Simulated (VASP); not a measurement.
# Zr2C: structure and properties in VASP, part 4 of 4

Aim: relax Zr2C, then compute properties on the relaxed cell. The cell is invented: it takes the structure of a Materials Project entry for Ti2C (space group 166 there), with some of its atoms replaced by other elements, volume scaled by an estimate. It may not be a known or stable phase.

VASP 6.6.1, plane waves and PAW; the level of theory is named at each step.

So far. Step 5 (Band structure (PBE)): Of the bands kept, 2 cross the Fermi level on this path. Step 6 (Density of states (PBE)): The finer mesh and the other smearing move the Fermi level by +0.02 eV from the 9×9×9 run, a small shift, which tests the Fermi level alone. Of the states within 0.3 eV of the Fermi level, the largest shares in the PAW spheres are Zr d 52 %. The rest lies in smaller channels or between the spheres. The relaxed cell has a = 3.336, c = 16.138 Å (conventional setting).

### 7. Starting orbitals for the hybrid

Level of this step: PBE; plane waves and PAW (Zr_sv, C); invented cell (VASP).

A hybrid converges badly from random orbitals, so a cheap semilocal run writes a WAVECAR on the same mesh first.

Contents of INCAR:

```
SYSTEM = Zr2C
PREC = Accurate
ENCUT = 520
EDIFF = 1E-05
NELM = 100
ISMEAR = 0
SIGMA = 0.05
LREAL = .FALSE.
ALGO = Normal
GGA = PE
NBANDS = 20
LORBIT = 11
LWAVE = .TRUE.
LCHARG = .FALSE.
```

Contents of POSCAR:

```
Zr2C
1.0
    1.6679071154      0.9629666007      5.3794606836
   -1.6679071154      0.9629666007      5.3794606836
    0.0000000000     -1.9259341871      5.3794606852
Zr C
2 1
Direct
    0.2445982181      0.2445982181      0.2445982181
    0.7554017819      0.7554017819      0.7554017819
    0.5000000000      0.5000000000      0.5000000000
```

Contents of KPOINTS:

```
Automatic mesh
0
Gamma
5 5 5
0 0 0
```

The projector-augmented-wave data sets are Zr_sv and C (PBE family, release 64).

Launch:

```
$ mpirun -np 1 vasp_std
```

The program printed:

```text
[... set-up lines as in an earlier step ...]
 entering main loop
       N       E                     dE             d eps       ncg     rms          rms(c)
DAV:   1     0.243757314034E+03    0.24376E+03   -0.15493E+04   760   0.140E+03
DAV:   2    -0.122561438407E+02   -0.25601E+03   -0.24905E+03   856   0.393E+02
DAV:   3    -0.324327334934E+02   -0.20177E+02   -0.20016E+02  1316   0.873E+01
DAV:   4    -0.333301213256E+02   -0.89739E+00   -0.89609E+00   988   0.176E+01
DAV:   5    -0.333656975424E+02   -0.35576E-01   -0.35570E-01  1104   0.274E+00    0.235E+01
DAV:   6    -0.282855409813E+02    0.50802E+01   -0.37506E+01   864   0.277E+01    0.855E+00
DAV:   7    -0.281799113694E+02    0.10563E+00   -0.21414E+00   992   0.815E+00    0.472E+00
DAV:   8    -0.281704468967E+02    0.94645E-02   -0.23625E-01   932   0.294E+00    0.742E-01
DAV:   9    -0.281683670060E+02    0.20799E-02   -0.90330E-02   932   0.141E+00    0.434E-01
DAV:  10    -0.281670510240E+02    0.13160E-02   -0.17926E-02   872   0.805E-01    0.962E-02
DAV:  11    -0.281670806796E+02   -0.29656E-04   -0.63164E-04  1060   0.214E-01    0.320E-02
DAV:  12    -0.281670688284E+02    0.11851E-04   -0.30336E-05   800   0.390E-02    0.819E-03
DAV:  13    -0.281670674474E+02    0.13811E-05   -0.99111E-06   584   0.182E-02
   1 F= -.28167067E+02 E0= -.28165326E+02  d E =-.348297E-02
 writing wavefunctions
```

Run time: 39 s. Hardware: 1 MPI rank of Intel Xeon 6975P-C (Granite Rapids), shared host; peak memory 0.24 GiB.

OUTCAR, selected parts (step 7):

```text
   k-points           NKPTS =     19   k-points in BZ     NKDIM =     19   number of bands    NBANDS=     20

   NELECT =      28.0000    total number of electrons

 E-fermi :   8.6802

 k-point     1 :       0.0000    0.0000    0.0000
  band No.  band energies     occupation
    ...
      9      -1.7394      2.00000
     10       4.0674      2.00000
     11       6.1163      2.00000
     12       6.1163      2.00000
     13       6.7270      2.00000
     14       9.5741      0.00000
     15       9.5741      0.00000
     16       9.9164      0.00000
     17      11.6141      0.00000
     18      11.6141      0.00000
    ...

  Total       -0.0067557     -0.0067557      0.0750535      0.0000000     -0.0000000      0.0000000
  in kB       -0.2087891     -0.2087892      2.3195736      0.0000000     -0.0000001      0.0000000
  external PRESSURE =       0.6339984 kB  Pullay stress =       0.0000000 kB

 POSITION                                       TOTAL-FORCE (eV/Angst)
 -----------------------------------------------------------------------------------
      0.00000     -0.00000      3.94742         0.000000      0.000000     -0.170076
      0.00000     -0.00000     12.19096         0.000000     -0.000000      0.170076
      0.00000     -0.00000      8.06919        -0.000000      0.000000      0.000000
 -----------------------------------------------------------------------------------
    total drift:                               -0.000000     -0.000000      0.000000

  FREE ENERGIE OF THE ION-ELECTRON SYSTEM (eV)
  ---------------------------------------------------
  free  energy   TOTEN  =       -28.1670674474 eV

  energy  without entropy=      -28.1635844803  energy(sigma->0) =      -28.16532596

[... 6 parts as in an earlier step ...]

[... 10 further parts left out ...]
```

Numbers from this step:

| Quantity | Value |
| --- | --- |
| SCF cycles | 13 |
| bands | 20 |
| irreducible k-points | 19 |
| free energy (TOTEN) | -28.17 eV |
| energy at zero smearing | -28.17 eV |
| Fermi energy | 8.680 eV |
| pressure | 0.06340 GPa |

Force by atom:

```
atom  x (eV/Å)  y (eV/Å)  z (eV/Å)   size
 Zr1     0.000     0.000    -0.170  0.170
 Zr2     0.000     0.000     0.170  0.170
  C3     0.000     0.000     0.000  0.000
```

The run ends at a pressure of 0.06 GPa, with forces up to 0.17 eV/Å.

### 8. Bands along the symmetry lines (HSE06)

This step: HSE06; plane waves and PAW (Zr_sv, C); invented cell (VASP 6.6.1).

HSE06 mixes in a quarter of exact exchange at short range, at far higher cost; in semiconductors this cures much of the gap error, while metals seldom gain.

Contents of INCAR:

```
SYSTEM = Zr2C
PREC = Accurate
ENCUT = 520
EDIFF = 1E-06
NELM = 100
ISMEAR = 0
SIGMA = 0.05
LREAL = .FALSE.
ALGO = Normal
LHFCALC = .TRUE.
AEXX = 0.25
GGA = PE
HFSCREEN = 0.2
LASPH = .TRUE.
NBANDS = 20
PRECFOCK = Fast
LORBIT = 11
LWAVE = .FALSE.
LCHARG = .FALSE.
```

POSCAR is that of step 7.

KPOINTS is that of step 7.

Contents of KPOINTS_OPT:

```
Line mode
6
Line-mode
Reciprocal
  0.00000000   0.00000000   0.00000000 GAMMA
  0.50000000   0.00000000   0.00000000 L

  0.50000000   0.00000000   0.00000000 L
  0.50000000   0.18802926  -0.18802926 B1

  0.81197074   0.50000000   0.18802926 B
  0.50000000   0.50000000   0.50000000 Z

  0.50000000   0.50000000   0.50000000 Z
  0.00000000   0.00000000   0.00000000 GAMMA

  0.00000000   0.00000000   0.00000000 GAMMA
  0.34401463   0.00000000  -0.34401463 X

  0.65598537   0.34401463   0.00000000 Q
  0.50000000   0.50000000   0.00000000 F

  0.50000000   0.50000000   0.00000000 F
  0.65598537   0.65598537   0.18802926 P1

  0.65598537   0.65598537   0.18802926 P1
  0.50000000   0.50000000   0.50000000 Z

  0.50000000   0.00000000   0.00000000 L
  0.81197074   0.34401463   0.34401463 P
```

The run starts from files that an earlier step left in the folder.

Launch:

```
$ mpirun -np 1 vasp_std
```

The program printed:

```text
[banner, memory and clock lines left out]
running    1 mpi-ranks, on    1 nodes
[...]
LDA part: xc-table for (Slater+PW92), standard interpolation
 found WAVECAR, reading the header
 POSCAR, INCAR and KPOINTS ok, starting setup
[...]
reading WAVECAR
 the WAVECAR file was read successfully
 initial charge from wavefunction
 entering main loop
       N       E                     dE             d eps       ncg     rms          rms(c)
DAV:   1    -0.324891189975E+02   -0.32489E+02   -0.87343E-01   928   0.568E+00    0.276E+00
DAV:   2    -0.324891878798E+02   -0.68882E-04   -0.31386E-02   888   0.140E+00    0.171E+00
DAV:   3    -0.324846677191E+02    0.45202E-02   -0.11219E-02   980   0.778E-01    0.821E-01
DAV:   4    -0.324838486747E+02    0.81904E-03   -0.22478E-03  1048   0.325E-01    0.381E-01
DAV:   5    -0.324835697953E+02    0.27888E-03   -0.50518E-04   872   0.130E-01    0.185E-01
DAV:   6    -0.324835144494E+02    0.55346E-04   -0.11915E-04   892   0.577E-02    0.933E-02
```

Wall time 46 min (1 MPI rank).

The run was cut off at its time limit.

More ranks or a longer limit would be the way on.

### 9. Results

| Item | Value |
| --- | --- |
| relaxed volume | 17.28 Å³/atom |
| relaxed conventional cell a, b, c | 3.336, 3.336, 16.138 Å; angles 90.0, 90.0, 120.0° |
| space group after relaxing, within 0.02 Å | R-3m (No. 166) |
| band gap | none, a metal |
| DOS at the Fermi level | 1.76 states/eV/cell |

**Reading.** With PBE, Zr2C relaxes to 17.28 Å³/atom in space group R-3m (held by the symmetry of the run) and comes out as a metal. Not obtained: bands along the symmetry lines (HSE06), because the run hit its time limit. Band structure (PBE): Of the bands kept, 2 cross the Fermi level on this path. Spin-orbit coupling is left out; it would split some degenerate bands. No search among competing phases was made. All values are for a static lattice at zero temperature.

[Lines on the potential files, build, host, timing and source positions are cut from VASP's logs without a mark.]

[Logs are printed without paths, hosts, clocks, repeated set-up lines and the standing remarks that a program may print on its own settings, such as how far it seeks lower states.]

[Hosts, paths, dates, database ids (printed as entryN), source tags and the programs' standing remarks are cut or masked in the printed files.]

[A measured line is paired with the nearest computed mode of its activity, which favours agreement.]
